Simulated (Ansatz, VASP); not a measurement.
**NdN in two plane-wave programs**

Wanted: the spread between two codes on one cell, functional and k mesh. The cell comes out of the VASP series on this material, whose earlier steps may have relaxed, scaled or displaced it; both programs get it as it stands.

Main program and level: Ansatz 0.2.0; plane waves, with VASP 6.6.1 beside it; single point at PBEsol with D3(BJ), DFT+U and band structure at PBEsol with D3(BJ), DFT+U.

In doubt: a part-filled 4f shell, where there is one, can sit in one of many states, so energies may not be the lowest and differences between runs may mislead; derivatives with an open 4f shell can jump between states, which bears on forces and vibrations.

## (1) The starting structure

The structure is cubic, space group Fm-3m (No. 225). Conventional cell: a = 5.132 Å, b = 5.132 Å, c = 5.132 Å, α = 90.00°, β = 90.00°, γ = 90.00°. Nearest to Nd lie 6 N at 2.57 Å. Nearest to N lie 6 Nd at 2.57 Å. Farther neighbours and most contacts between anions are not listed.

## (2) VASP: single point, PBEsol with D3(BJ), DFT+U

A single point gives forces, pressure and levels at one fixed geometry, so differences don't come from the geometry; what else differs is listed under the comparison.

Lines of VASP's logs that name or quote its potential files are left out, and so is its time.

File INCAR:

```
SYSTEM = NdN
PREC = Accurate
ENCUT = 520
EDIFF = 1E-06
NELM = 150
ISMEAR = 0
SIGMA = 0.05
LREAL = .FALSE.
ALGO = Normal
GGA = PS
IVDW = 12
NBANDS = 27
ISPIN = 2
MAGMOM = 3 -3 0 0
LDAU = .TRUE.
LDAUTYPE = 2
LDAUL = 3 -1
LDAUU = 7 0
LDAUJ = 0 0
LDAUPRINT = 1
LASPH = .TRUE.
LMAXMIX = 6
AMIX = 0.2
BMIX = 1E-04
AMIX_MAG = 0.8
BMIX_MAG = 1E-04
LORBIT = 11
LWAVE = .FALSE.
LCHARG = .FALSE.
KPAR = 4
ISIF = 2
```

File POSCAR:

```
NdN
1.0
    0.0000000000      2.5660000000      2.5660000000
    2.5660000000      0.0000000000      2.5660000000
    5.1320000000      5.1320000000      0.0000000000
Nd N
2 2
Direct
    0.5000000000      0.5000000000      0.2500000000
    0.5000000000      0.5000000000      0.7500000000
    0.0000000000      0.0000000000      0.0000000000
    0.0000000000      0.0000000000      0.5000000000
```

File KPOINTS:

```
Automatic mesh
0
Gamma
8 8 8
0 0 0
```

PAW data sets: Nd and N (PBE family, release 64).

The run is started by

```
$ mpirun -np 4 vasp_std
```

Numbers of over 12 decimals in the logs are rounded to 6 here.

What it wrote:

```text
[banner, memory and clock lines left out]
running    4 mpi-ranks, on    1 nodes
 distrk:  each k-point on    1 cores,    4 groups
 distr:  one band on    1 cores,    1 groups

 POSCAR found type information on POSCAR NdN
 POSCAR found :  2 types and       4 ions
|                                                                             |
|               ----> ADVICE to this user running VASP <----                  |
|                                                                             |
|     You enforced a specific xc type in the INCAR file but a different       |
|     [... a line on the potential file left out ...]
|     I HOPE YOU KNOW WHAT YOU ARE DOING!                                     |
|                                                                             |

 LDA part: xc-table for (Slater+PW92), standard interpolation
 POSCAR, INCAR and KPOINTS ok, starting setup
 FFT: planning ... GRIDC
 FFT: planning ... GRID_SOFT
 FFT: planning ... GRID
 WAVECAR not read
 entering main loop
       N       E                     dE             d eps       ncg     rms          rms(c)
DAV:   1     0.429480636808E+03    0.42948E+03   -0.14046E+04  8820   0.354E+03
DAV:   2     0.563719823629E+02   -0.37311E+03   -0.36213E+03 10716   0.532E+02
DAV:   3    -0.243204734281E+02   -0.80692E+02   -0.78152E+02 13478   0.336E+02
DAV:   4    -0.365788827192E+02   -0.12258E+02   -0.11811E+02 13319   0.117E+02
DAV:   5    -0.382860808585E+02   -0.17072E+01   -0.16249E+01 13602   0.244E+01    0.610E+01
DAV:   6    -0.277872342772E+02    0.10499E+02   -0.32184E+02 12076   0.163E+02    0.907E+01
DAV:   7    -0.221280772598E+02    0.56592E+01   -0.10862E+02 13726   0.194E+02    0.819E+01
DAV:   8    -0.261532712445E+02   -0.40252E+01   -0.69143E+01 13848   0.599E+01    0.777E+01
DAV:   9    -0.281269447933E+02   -0.19737E+01   -0.14082E+02 13752   0.329E+01    0.646E+01
DAV:  10    -0.249826907343E+02    0.31443E+01   -0.10666E+01 13850   0.353E+01    0.525E+01
DAV:  11     0.219532717973E+02    0.46936E+02   -0.30647E+01 12320   0.104E+02    0.203E+01
DAV:  12     0.585919890269E+01   -0.16094E+02   -0.28169E+00 13915   0.268E+01    0.275E+01
DAV:  13    -0.267869502369E+02   -0.32646E+02   -0.73809E+00 11923   0.618E+01    0.148E+01
DAV:  14    -0.291435589235E+02   -0.23566E+01   -0.19014E+00 14029   0.202E+01    0.940E+00
[...]
DAV:  76    -0.317001375164E+02    0.81492E-06   -0.22381E-04 10776   0.277E-01    0.279E-02
DAV:  77    -0.317001386922E+02   -0.11758E-05   -0.44738E-04 10818   0.398E-01    0.298E-02
DAV:  78    -0.317001369034E+02    0.17888E-05   -0.21648E-04 12872   0.232E-01    0.180E-02
DAV:  79    -0.317001385330E+02   -0.16296E-05   -0.59469E-06  7630   0.382E-02    0.173E-02
DAV:  80    -0.317001405914E+02   -0.20584E-05   -0.93256E-06  6252   0.800E-02    0.133E-02
DAV:  81    -0.317001431927E+02   -0.26013E-05   -0.13967E-04 10422   0.230E-01    0.531E-03
DAV:  82    -0.317001444032E+02   -0.12105E-05   -0.30666E-06  6696   0.300E-02    0.451E-03
DAV:  83    -0.317001446591E+02   -0.25590E-06   -0.20064E-06  5814   0.258E-02
   1 F= -.33072372E+02 E0= -.33067207E+02  d E =-.103297E-01  mag=     0.0000
```

OUTCAR, selected parts (step 2):

```text
ion  position               nearest neighbor table
   1  0.500  0.500  0.250-   3 2.57   3 2.57   4 2.57   3 2.57   4 2.57   4 2.57
   2  0.500  0.500  0.750-   4 2.57   3 2.57   4 2.57   3 2.57   4 2.57   3 2.57
   3  0.000  0.000  0.000-   2 2.57   1 2.57   2 2.57   1 2.57   2 2.57   1 2.57
   4  0.000  0.000  0.500-   1 2.57   1 2.57   2 2.57   1 2.57   2 2.57   2 2.57

  LATTYP: Found a trigonal (rhomboedric) cell.
 ALAT       =     6.2853906800
 COS(alpha) =     0.8333333333

 Subroutine GETGRP returns: Found 12 space group operations
 (whereof 12 operations were pure point group operations)

The static configuration has the point symmetry D_3d.

 Found     65 irreducible k-points:

   k-points           NKPTS =     65   k-points in BZ     NKDIM =     65   number of bands    NBANDS=     27

   dimension x,y,z NGX =    28 NGY =   28 NGZ =   54
   dimension x,y,z NGXF=    56 NGYF=   56 NGZF=  108

   ENCUT  =  520.0 eV  38.22 Ry    6.18 a.u.   6.75  6.75 13.49*2*pi/ulx,y,z

   NELECT =      38.0000    total number of electrons

 k-points in reciprocal lattice and weights: Automatic mesh
   0.00000000  0.00000000  0.00000000       0.002
   0.12500000  0.00000000  0.00000000       0.012
   0.25000000  0.00000000  0.00000000       0.012
   0.37500000  0.00000000  0.00000000       0.012
   0.50000000  0.00000000  0.00000000       0.006
   0.12500000  0.12500000  0.00000000       0.012
   0.25000000  0.12500000  0.00000000       0.023
   0.37500000  0.12500000  0.00000000       0.023
   0.50000000  0.12500000  0.00000000       0.023
[...]
0.00000000  0.00000000  0.50000000       0.002
   0.50000000  0.00000000  0.50000000       0.006

atom =   1  type =  1  l = 3

 onsite density matrix

spin component  1

  0.4091 -0.1931  0.0600 -0.0615  0.1155  0.1762  0.2102
 -0.1931  0.7301 -0.1496 -0.2443 -0.1496 -0.0000  0.1931
  0.0600 -0.1496  0.3781 -0.0827 -0.2126 -0.2727 -0.1155
 -0.0615 -0.2443 -0.0827  0.4556 -0.0827  0.0000  0.0615
  0.1155 -0.1496 -0.2126 -0.0827  0.3781  0.2727 -0.0600
  0.1762 -0.0000 -0.2727  0.0000  0.2727  0.3317  0.1762
  0.2102  0.1931 -0.1155  0.0615 -0.0600  0.1762  0.4091

spin component  2

  0.0054  0.0001  0.0022  0.0002  0.0000  0.0000 -0.0004
  0.0001  0.0005  0.0001  0.0001  0.0001  0.0000 -0.0001
[...]
o =  0.0068  v = -0.6121 -0.0000 -0.4928  0.2065  0.3858 -0.0542 -0.4337  0.0000  0.0000  0.0000  0.0000  0.0000  0.0000  0.0000      0.0000  0.0000  0.0000  0.0000  0.0000  0.0000  0.0000  0.0000  0.0000  0.0000  0.0000  0.0000  0.0000  0.0000
  o =  0.0068  v = -0.2031  0.0000 -0.0890  0.7880 -0.3193  0.0142  0.4773  0.0000  0.0000  0.0000  0.0000  0.0000  0.0000  0.0000      0.0000  0.0000  0.0000  0.0000  0.0000  0.0000  0.0000  0.0000  0.0000  0.0000  0.0000  0.0000  0.0000  0.0000
  o =  0.0078  v = -0.4563 -0.0236 -0.3535 -0.5772 -0.3535 -0.0000  0.4563  0.0000  0.0000  0.0000  0.0000  0.0000  0.0000  0.0000      0.0000  0.0000  0.0000  0.0000  0.0000  0.0000  0.0000  0.0000  0.0000  0.0000  0.0000  0.0000  0.0000  0.0000
  o =  0.0088  v =  0.0000  0.0000  0.0000  0.0000  0.0000  0.0000  0.0000 -0.3937 -0.5060 -0.3050 -0.4980 -0.3050 -0.0000  0.3937      0.0000  0.0000  0.0000  0.0000  0.0000  0.0000  0.0000  0.0000  0.0000  0.0000  0.0000  0.0000  0.0000  0.0000
  o =  0.5590  v =  0.0000  0.0000  0.0000  0.0000  0.0000  0.0000  0.0000 -0.6406  0.0000 -0.4805  0.2763  0.2784  0.0666 -0.4478      0.0000  0.0000  0.0000  0.0000  0.0000  0.0000  0.0000  0.0000  0.0000  0.0000  0.0000  0.0000  0.0000  0.0000
  o =  0.5590  v =  0.0000  0.0000  0.0000  0.0000  0.0000  0.0000  0.0000  0.0706 -0.0000  0.1429 -0.7651  0.4169  0.0241 -0.4636      0.0000  0.0000  0.0000  0.0000  0.0000  0.0000  0.0000  0.0000  0.0000  0.0000  0.0000  0.0000  0.0000  0.0000
  o =  0.9783  v =  0.0000  0.0000  0.0000  0.0000  0.0000  0.0000  0.0000  0.2309 -0.8625  0.1789  0.2921  0.1789 -0.0000 -0.2309      0.0000  0.0000  0.0000  0.0000  0.0000  0.0000  0.0000  0.0000  0.0000  0.0000  0.0000  0.0000  0.0000  0.0000
  o =  0.9787  v =  0.0000  0.0000  0.0000  0.0000  0.0000  0.0000  0.0000 -0.3536  0.0000  0.4564 -0.0000 -0.4564 -0.5774 -0.3536      0.0000  0.0000  0.0000  0.0000  0.0000  0.0000  0.0000  0.0000  0.0000  0.0000  0.0000  0.0000  0.0000  0.0000

 average (electrostatic) potential at core
       1 -55.4054       2 -55.4054       3 -62.0024       4 -62.0024

 E-fermi :   5.1713

 spin component 1
 k-point     1 :       0.0000    0.0000    0.0000
  band No.  band energies     occupation
    ...
     14       2.7185      1.00000
     15       2.7185      1.00000
     16       3.9592      1.00000
     17       3.9593      1.00000
     18       4.7880      1.00000
     19       5.9768      0.00000
     20       5.9770      0.00000
     21       7.9308      0.00000
     22       7.9443      0.00000
     23       7.9443      0.00000
    ...

 k-point     2 :       0.1250    0.0000    0.0000
  band No.  band energies     occupation
    ...
     14       2.9845      1.00000
     15       3.0135      1.00000
     16       3.5774      1.00000
     17       3.7946      1.00000
     18       4.3481      1.00000
     19       5.5727      0.00000
     20       5.6794      0.00000
     21       8.0036      0.00000
     22       8.2299      0.00000
     23       8.3195      0.00000
    ...

 k-point     3 :       0.2500    0.0000    0.0000
  band No.  band energies     occupation
    ...
     14       2.9085      1.00000
     15       3.3166      1.00000
     16       3.5305      1.00000
     17       3.6482      1.00000
     18       3.6844      1.00000
     19       5.1839      0.36018
     20       5.3780      0.00000
     21       7.1082      0.00000
     22       8.4290      0.00000
     23       8.8753      0.00000
    ...

 k-point     4 :       0.3750    0.0000    0.0000
  band No.  band energies     occupation
    ...
     15       2.9753      1.00000
     16       4.0217      1.00000
     17       4.2142      1.00000
     18       4.2204      1.00000
     19       5.0435      0.99985
     20       5.4441      0.00000
     21       5.7811      0.00000
     22       9.1577      0.00000
     23       9.3046      0.00000
     24       9.3222      0.00000
    ...

 k-point     5 :       0.5000    0.0000    0.0000
  band No.  band energies     occupation
    ...
     15       2.7494      1.00000
     16       4.3791      1.00000
     17       4.4992      1.00000
     18       4.6064      1.00000
     19       4.9726      1.00000
     20       5.1903      0.29496
     21       5.6017      0.00000
     22       9.2367      0.00000
     23       9.3360      0.00000
     24       9.5662      0.00000
    ...

 k-point     6 :       0.1250    0.1250    0.0000
  band No.  band energies     occupation
    ...
     14       2.8675      1.00000
     15       3.2280      1.00000
     16       3.2876      1.00000
     17       3.9526      1.00000
     18       4.4384      1.00000
     19       5.5647      0.00000
     20       5.8019      0.00000
     21       7.2360      0.00000
     22       8.6586      0.00000
     23       8.7665      0.00000
    ...

 Edisp (eV)   -1.37223

  Total      -2.69902    -2.69902    -2.69902     0.29703    -0.29703    -0.29703
  in kB     -63.98627   -63.98627   -63.98627     7.04172    -7.04172    -7.04172
  external pressure =      -63.99 kB  Pullay stress =        0.00 kB

  energy-cutoff  :      520.00
  volume of cell :       67.58
      direct lattice vectors                 reciprocal lattice vectors
     0.000000000  2.566000000  2.566000000    -0.194855807  0.194855807  0.194855807
     2.566000000  0.000000000  2.566000000     0.194855807 -0.194855807  0.194855807
     5.132000000  5.132000000  0.000000000     0.097427903  0.097427903 -0.097427903

 POSITION                                       TOTAL-FORCE (eV/Angst)
 -----------------------------------------------------------------------------------
      2.56600      2.56600      2.56600        -0.000000     -0.000000      0.000000
      5.13200      5.13200      2.56600         0.000000      0.000000      0.000000
      0.00000      0.00000      0.00000         0.000000     -0.000000     -0.000000
      2.56600      2.56600      0.00000         0.000000     -0.000000      0.000000
 -----------------------------------------------------------------------------------
    total drift:                                0.000000      0.000000      0.000000

  FREE ENERGIE OF THE ION-ELECTRON SYSTEM (eV)
  ---------------------------------------------------
  free  energy   TOTEN  =       -33.0723717751 eV

  energy  without entropy=      -33.0620420929  energy(sigma->0) =      -33.06720693

 total charge
# of ion       s       p       d       f       tot
--------------------------------------------------
    1        1.979   5.422   0.544   3.116  11.061
    2        1.979   5.422   0.544   3.116  11.061
    3        1.256   2.328   0.000   0.000   3.584
    4        1.256   2.328   0.000   0.000   3.584
--------------------------------------------------
tot          6.469  15.500   1.088   6.233  29.290

 magnetization (x)
# of ion       s       p       d       f       tot
--------------------------------------------------
    1       -0.009  -0.112   0.044   3.059   2.981
    2        0.009   0.112  -0.044  -3.059  -2.981
    3        0.000   0.000   0.000   0.000   0.000
    4        0.000   0.000   0.000   0.000   0.000
--------------------------------------------------
tot          0.000   0.000   0.000  -0.000  -0.000

[... 1 further part left out ...]
```

At this level the cell is under a tension of 6.4 GPa, so at these settings it is away from equilibrium.

[end of part 1 of 3]

[Lines on the potential files, build, host, timing and source positions are cut from VASP's logs without a mark.]

[Logs are printed without paths, hosts, clocks, repeated set-up lines and the standing remarks that a program may print on its own settings, such as how far it seeks lower states.]

[Hosts, paths, dates, database ids (printed as entryN), source tags and the programs' standing remarks are cut or masked in the printed files.]
